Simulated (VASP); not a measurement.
Here is the system:

```xyz
4
Lattice="3.6414 0.0000 0.0000 0.0000 3.6414 0.0000 0.0000 0.0000 3.6414" Properties=species:S:1:pos:R:3 pbc="T T T"
Al     0.0000     0.0000     0.0000
Ni     0.0000     1.8207     1.8207
Ni     1.8207     0.0000     1.8207
Ni     1.8207     1.8207     0.0000
```
Starting moments (μB, in the order of the record's atoms Al Ni Ni Ni): 0.0 0.5 0.5 0.5.

The numbers are results of PBE GGA, VASP's PBE PAW potentials (set 64) (plane waves; VASP), not measurements. Numerical set-up: 400 eV cut-off, 6×6×6 Γ-centred mesh, first-order Methfessel-Paxton smearing of 0.10 eV, potentials Al Ni.

Q: Give the stress tensor in GPa (positive for a compressed cell).

A: 
```
-9.96   0.00   0.00
 0.00  -9.96   0.00
 0.00   0.00  -9.96
```
The pressure is its mean diagonal, -9.96 GPa.

The compound is Ni3Al in the L1_2 structure. The cell was not relaxed at this level.
